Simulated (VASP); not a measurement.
Level of theory: PBEsol GGA, VASP's PBE PAW potentials (set 64) (plane waves; VASP).

VASP input:

INCAR:
```
# general
SYSTEM =Mo3Si
PREC   =Accurate
ENCUT  =400
LREAL  =.False.
LASPH  =.True.

# electronic loop
EDIFF  =1E-7
NELM   =100
ALGO   =Normal
LMAXMIX=4

# smearing
ISMEAR =-5

# functional
GGA    =PS

# ions
ISIF   =2

# output
LWAVE  =.False.
LCHARG =.True.
LORBIT =11
NEDOS  =601

# other
LEFG   =.True.
```

**POSCAR**
```
Mo3Si
1.0
  4.8599092571   0.0000000000   0.0000000000
  0.0000000000   4.8599092571   0.0000000000
  0.0000000000   0.0000000000   4.8599092571
Si Mo
2 6
direct
  0.5000000000   0.5000000000   0.5000000000
  0.0000000000   0.0000000000   0.0000000000
  0.2500000000   0.0000000000   0.5000000000
  0.5000000000   0.2500000000   0.0000000000
  0.5000000000   0.7500000000   0.0000000000
  0.7500000000   0.0000000000   0.5000000000
  0.0000000000   0.5000000000   0.7500000000
  0.0000000000   0.5000000000   0.2500000000
```

**KPOINTS**
```
Automatic
0
G
7 7 7
0 0 0
```

POTCAR, in this order: Si Mo_sv (PBE.64 set). Program: vasp_std.

**Question.** What does the run give for the energy per atom (σ→0), band gap (on the k-mesh)?

**Answer.** 
The energy per atom (σ→0) is -10.642 eV/atom and the band gap (on the k-mesh) is none (metal, semimetal or under 0.01 eV).

File OSZICAR:
```
...
DAV:   9    -0.851369508701E+02    0.11959E-02   -0.77042E-03  2680   0.306E-01    0.309E-01
DAV:  10    -0.851367677696E+02    0.18310E-03   -0.79195E-04  2773   0.164E-01    0.135E-01
DAV:  11    -0.851367954633E+02   -0.27694E-04   -0.43771E-05  2777   0.364E-02    0.265E-02
DAV:  12    -0.851367811750E+02    0.14288E-04   -0.12876E-05  2557   0.206E-02    0.442E-03
DAV:  13    -0.851367813176E+02   -0.14258E-06   -0.30336E-07  2232   0.231E-03    0.168E-03
DAV:  14    -0.851367815946E+02   -0.27699E-06   -0.43894E-08  1546   0.120E-03    0.104E-03
DAV:  15    -0.851367815407E+02    0.53889E-07   -0.67930E-09  1536   0.429E-04
   1 F= -.85136782E+02 E0= -.85136782E+02  d E =0.000000E+00
```

The compound is Mo3Si in the A15 structure. It was relaxed first.
